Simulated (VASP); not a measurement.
Given:

```xyz
2
Lattice="3.1255 0.0000 0.0000 0.0000 3.1255 0.0000 0.0000 0.0000 3.1255" Properties=species:S:1:pos:R:3 pbc="T T T"
Ru     0.0000     0.0000     0.0000
Se     1.5628     1.5628     1.5628
```

These are PBE GGA, VASP's PBE PAW potentials (set 64) (plane waves; VASP) values and carry that method's errors. Settings: 400 eV cut-off, Gaussian smearing of 0.050 eV, potentials Ru_pv Se.

Question: Give the energies of bands 5 to 13 at the high-symmetry points, in eV from the Fermi level.

Answer: 
```csv
band,Γ,X,M,R
5,-4.00,-8.76,-6.26,-7.42
6,-4.00,-3.94,-6.26,-7.42
7,-1.66,-3.94,-3.67,-7.42
8,-1.66,-3.32,-2.03,0.31
9,-1.66,-0.72,-2.03,0.31
10,-0.91,0.21,-0.83,2.56
11,-0.91,3.15,0.08,2.56
12,-0.91,3.15,0.24,2.56
13,3.01,5.80,3.33,2.89
```

It has no gap at this level: it comes out as a metal or semimetal.

The structure was generated: RuSe was put into the CsCl type type (Pm-3m), which need not be its known phase. It was relaxed first, which changed the volume by -26 %.
